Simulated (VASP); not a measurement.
OSZICAR of a VASP run on Pr (space group P6_3/mmc):

### OSZICAR
```
       N       E                     dE             d eps       ncg     rms          rms(c)
DAV:   1     0.264264555447E+03    0.26426E+03   -0.73103E+03  8192   0.138E+03
DAV:   2     0.295002704874E+02   -0.23476E+03   -0.23296E+03 12304   0.447E+02
DAV:   3    -0.107919206643E+02   -0.40292E+02   -0.39696E+02 14505   0.192E+02
DAV:   4    -0.159075266476E+02   -0.51156E+01   -0.49607E+01 15957   0.548E+01
DAV:   5    -0.166136033913E+02   -0.70608E+00   -0.69292E+00 13456   0.189E+01    0.509E+01
DAV:   6    -0.397265030580E+02   -0.23113E+02   -0.51199E+02 12223   0.123E+02    0.460E+01
DAV:   7    -0.504397193003E+01    0.34683E+02   -0.95669E+01 13756   0.915E+01    0.375E+00
DAV:   8    -0.967959428381E+01   -0.46356E+01   -0.45441E+01 15941   0.278E+01    0.105E+01
DAV:   9    -0.102831113314E+02   -0.60352E+00   -0.67917E+00 13389   0.154E+01    0.128E+01
DAV:  10    -0.100123621781E+02    0.27075E+00   -0.13799E+00 16194   0.916E+00    0.957E+00
DAV:  11    -0.997647251338E+01    0.35890E-01   -0.30345E-01 13568   0.276E+00    0.841E+00
DAV:  12    -0.100216465992E+02   -0.45174E-01   -0.93496E-02 15740   0.211E+00    0.917E+00
DAV:  13    -0.103678756909E+02   -0.34623E+00   -0.74841E+00 12341   0.187E+01    0.119E+01
DAV:  14    -0.100128512864E+02    0.35502E+00   -0.11572E+00 15348   0.887E+00    0.691E+00
DAV:  15    -0.999695611018E+01    0.15895E-01   -0.32377E-01 14009   0.241E+00    0.501E+00
DAV:  16    -0.100193468828E+02   -0.22391E-01   -0.64439E-02 14700   0.146E+00    0.492E+00
DAV:  17    -0.998970251418E+01    0.29644E-01   -0.10430E-01 13189   0.174E+00    0.371E+00
DAV:  18    -0.999370168938E+01   -0.39992E-02   -0.49619E-02 15046   0.890E-01    0.359E+00
DAV:  19    -0.100009860820E+02   -0.72844E-02   -0.26739E-02 14486   0.920E-01    0.389E+00
DAV:  20    -0.998100956592E+01    0.19977E-01   -0.76656E-02 14296   0.180E+00    0.265E+00
DAV:  21    -0.998119972758E+01   -0.19016E-03   -0.52204E-02 16096   0.109E+00    0.244E+00
DAV:  22    -0.998244404358E+01   -0.12443E-02   -0.27290E-02 14112   0.610E-01    0.231E+00
DAV:  23    -0.997209523760E+01    0.10349E-01   -0.19345E-02 15792   0.662E-01    0.213E+00
DAV:  24    -0.998189615315E+01   -0.98009E-02   -0.42225E-02 14768   0.118E+00    0.162E+00
DAV:  25    -0.998633643959E+01   -0.44403E-02   -0.29915E-02 15798   0.700E-01    0.171E+00
DAV:  26    -0.999320398545E+01   -0.68675E-02   -0.32118E-02 15240   0.692E-01    0.171E+00
DAV:  27    -0.995165627632E+01    0.41548E-01   -0.58335E-02 14620   0.192E+00    0.218E+00
DAV:  28    -0.999829813035E+01   -0.46642E-01   -0.73519E-02 14894   0.210E+00    0.183E+00
DAV:  29    -0.999844655290E+01   -0.14842E-03   -0.24426E-02 14384   0.641E-01    0.186E+00
DAV:  30    -0.100091977372E+02   -0.10751E-01   -0.38974E-02 14439   0.935E-01    0.187E+00
DAV:  31    -0.100082835319E+02    0.91421E-03   -0.18778E-02 15976   0.536E-01    0.202E+00
DAV:  32    -0.100125597949E+02   -0.42763E-02   -0.25801E-02 13957   0.749E-01    0.173E+00
DAV:  33    -0.100109804623E+02    0.15793E-02   -0.12962E-02 16011   0.387E-01    0.182E+00
DAV:  34    -0.100213910222E+02   -0.10411E-01   -0.22601E-02 14430   0.675E-01    0.182E+00
DAV:  35    -0.100176635843E+02    0.37274E-02   -0.11403E-02 15205   0.381E-01    0.188E+00
DAV:  36    -0.100282950301E+02   -0.10631E-01   -0.23218E-02 14726   0.846E-01    0.178E+00
DAV:  37    -0.100252844557E+02    0.30106E-02   -0.10224E-02 15131   0.369E-01    0.185E+00
DAV:  38    -0.100279122012E+02   -0.26277E-02   -0.98577E-03 14383   0.260E-01    0.200E+00
DAV:  39    -0.100371035888E+02   -0.91914E-02   -0.23994E-02 14385   0.953E-01    0.183E+00
DAV:  40    -0.100418329268E+02   -0.47293E-02   -0.21930E-02 14683   0.621E-01    0.185E+00
DAV:  41    -0.100382795549E+02    0.35534E-02   -0.11783E-02 15303   0.419E-01    0.184E+00
DAV:  42    -0.100367710379E+02    0.15085E-02   -0.83895E-03 15893   0.216E-01    0.184E+00
DAV:  43    -0.100332383474E+02    0.35327E-02   -0.73141E-03 14333   0.331E-01    0.193E+00
DAV:  44    -0.100343602364E+02   -0.11219E-02   -0.47759E-03 12685   0.117E-01    0.193E+00
DAV:  45    -0.100270240872E+02    0.73361E-02   -0.54699E-03 14374   0.355E-01    0.190E+00
DAV:  46    -0.100305100683E+02   -0.34860E-02   -0.71883E-03 14681   0.593E-01    0.173E+00
DAV:  47    -0.100291651419E+02    0.13449E-02   -0.28115E-03 15632   0.180E-01    0.176E+00
DAV:  48    -0.100282514504E+02    0.91369E-03   -0.21743E-03 14434   0.137E-01    0.175E+00
DAV:  49    -0.100305959047E+02   -0.23445E-02   -0.24102E-03 14423   0.168E-01    0.176E+00
DAV:  50    -0.100319299805E+02   -0.13341E-02   -0.22456E-03 15324   0.124E-01    0.177E+00
DAV:  51    -0.100390937318E+02   -0.71638E-02   -0.18049E-02 14508   0.976E-01    0.174E+00
DAV:  52    -0.100361735462E+02    0.29202E-02   -0.45742E-03 14791   0.347E-01    0.180E+00
DAV:  53    -0.100349256961E+02    0.12479E-02   -0.26743E-03 14842   0.152E-01    0.180E+00
DAV:  54    -0.100360665480E+02   -0.11409E-02   -0.41435E-03 13412   0.291E-01    0.189E+00
DAV:  55    -0.100341400997E+02    0.19264E-02   -0.26724E-03 15098   0.161E-01    0.194E+00
DAV:  56    -0.100340866699E+02    0.53430E-04   -0.23563E-03 14368   0.230E-01    0.195E+00
DAV:  57    -0.100342644464E+02   -0.17778E-03   -0.16697E-03 12883   0.863E-02    0.197E+00
DAV:  58    -0.100345824415E+02   -0.31800E-03   -0.15049E-03 10476   0.564E-02    0.199E+00
DAV:  59    -0.100323254438E+02    0.22570E-02   -0.15693E-03 13915   0.129E-01    0.203E+00
DAV:  60    -0.100272209664E+02    0.51045E-02   -0.23148E-03 14612   0.247E-01    0.200E+00
DAV:  61    -0.100314431690E+02   -0.42222E-02   -0.14285E-03 14418   0.199E-01    0.193E+00
DAV:  62    -0.100330665995E+02   -0.16234E-02   -0.20559E-03 14547   0.223E-01    0.196E+00
DAV:  63    -0.100320232403E+02    0.10434E-02   -0.12017E-03 14645   0.112E-01    0.199E+00
DAV:  64    -0.100318614421E+02    0.16180E-03   -0.96392E-04 10535   0.516E-02    0.199E+00
DAV:  65    -0.100230218725E+02    0.88396E-02   -0.48779E-03 14420   0.504E-01    0.197E+00
DAV:  66    -0.100119682624E+02    0.11054E-01   -0.22744E-02 14854   0.115E+00    0.198E+00
DAV:  67    -0.100118121925E+02    0.15607E-03   -0.86418E-03 15214   0.542E-01    0.192E+00
DAV:  68    -0.100186506998E+02   -0.68385E-02   -0.28383E-03 15081   0.279E-01    0.189E+00
DAV:  69    -0.100233141758E+02   -0.46635E-02   -0.17559E-03 14943   0.247E-01    0.181E+00
DAV:  70    -0.100240723479E+02   -0.75817E-03   -0.10966E-03 15322   0.131E-01    0.179E+00
DAV:  71    -0.100170319723E+02    0.70404E-02   -0.29455E-03 14379   0.283E-01    0.170E+00
DAV:  72    -0.100164713627E+02    0.56061E-03   -0.18754E-03 15048   0.166E-01    0.164E+00
DAV:  73    -0.100189789335E+02   -0.25076E-02   -0.12140E-03 14579   0.151E-01    0.163E+00
DAV:  74    -0.100186551983E+02    0.32374E-03   -0.17832E-03 15054   0.211E-01    0.161E+00
DAV:  75    -0.100083839369E+02    0.10271E-01   -0.49881E-03 14327   0.376E-01    0.157E+00
DAV:  76    -0.100116605975E+02   -0.32767E-02   -0.34444E-03 14136   0.302E-01    0.144E+00
DAV:  77    -0.100160218615E+02   -0.43613E-02   -0.37656E-03 14733   0.339E-01    0.134E+00
DAV:  78    -0.100171561613E+02   -0.11343E-02   -0.16113E-03 14833   0.130E-01    0.133E+00
DAV:  79    -0.100173447934E+02   -0.18863E-03   -0.12294E-03 14542   0.158E-01    0.119E+00
DAV:  80    -0.100201018921E+02   -0.27571E-02   -0.23281E-03 15175   0.294E-01    0.101E+00
DAV:  81    -0.100256488707E+02   -0.55470E-02   -0.28190E-02 14451   0.116E+00    0.835E-01
DAV:  82    -0.100264225392E+02   -0.77367E-03   -0.51116E-03 14593   0.459E-01    0.820E-01
DAV:  83    -0.100269135625E+02   -0.49102E-03   -0.27225E-03 15260   0.171E-01    0.842E-01
DAV:  84    -0.100261537712E+02    0.75979E-03   -0.16684E-03 14939   0.188E-01    0.830E-01
DAV:  85    -0.100266404036E+02   -0.48663E-03   -0.12574E-03 13152   0.931E-02    0.827E-01
DAV:  86    -0.100013316744E+02    0.25309E-01   -0.55799E-02 14417   0.176E+00    0.888E-01
DAV:  87    -0.100134007177E+02   -0.12069E-01   -0.62757E-03 13971   0.537E-01    0.807E-01
DAV:  88    -0.100166950105E+02   -0.32943E-02   -0.20049E-03 15562   0.213E-01    0.802E-01
DAV:  89    -0.100198462433E+02   -0.31512E-02   -0.10718E-03 14949   0.180E-01    0.766E-01
DAV:  90    -0.100191287188E+02    0.71752E-03   -0.63276E-04 13960   0.875E-02    0.771E-01
DAV:  91    -0.100226793991E+02   -0.35507E-02   -0.17923E-03 14374   0.282E-01    0.861E-01
DAV:  92    -0.100240204026E+02   -0.13410E-02   -0.51110E-03 14455   0.524E-01    0.840E-01
DAV:  93    -0.100266597280E+02   -0.26393E-02   -0.18891E-03 15589   0.254E-01    0.927E-01
DAV:  94    -0.100253815738E+02    0.12782E-02   -0.70468E-04 15144   0.131E-01    0.938E-01
DAV:  95    -0.100246035573E+02    0.77802E-03   -0.46149E-04 13709   0.989E-02    0.972E-01
DAV:  96    -0.100232399068E+02    0.13637E-02   -0.62318E-02 14419   0.182E+00    0.111E+00
DAV:  97    -0.100241311646E+02   -0.89126E-03   -0.12174E-02 13590   0.775E-01    0.118E+00
DAV:  98    -0.100249357654E+02   -0.80460E-03   -0.44123E-03 15671   0.261E-01    0.117E+00
DAV:  99    -0.100244394590E+02    0.49631E-03   -0.22516E-03 14535   0.217E-01    0.108E+00
DAV: 100    -0.100215448984E+02    0.28946E-02   -0.28425E-03 15370   0.237E-01
   1 F= -.10021545E+02 E0= -.97460549E+01  d E =-.550980E+00  mag=     0.0922
```

Which electronic solver shows in the log?

It is blocked Davidson (ALGO = Normal, or the opening steps of other solvers). The INCAR had ALGO = Normal.

How was spin treated?

Collinear spin (ISPIN = 2): the summary line carries one mag value, 0.09 μB in the cell.

Can the final energy be trusted as converged?

Convergence was not reached. It stopped with EDIFF = 1E-6, NELM = 100 (PBE GGA, plane waves, VASP's PBE PAW potentials (set 64)).

The structure was generated: Pr was put into an ordered model structure, which need not be its known phase. The cell was not relaxed at this level. The run is one of a series of settings (MAGMOM = 0.1 0.1 against the base run), some of them coarse on purpose. VASP warned that the highest band is occupied, so more bands are needed.
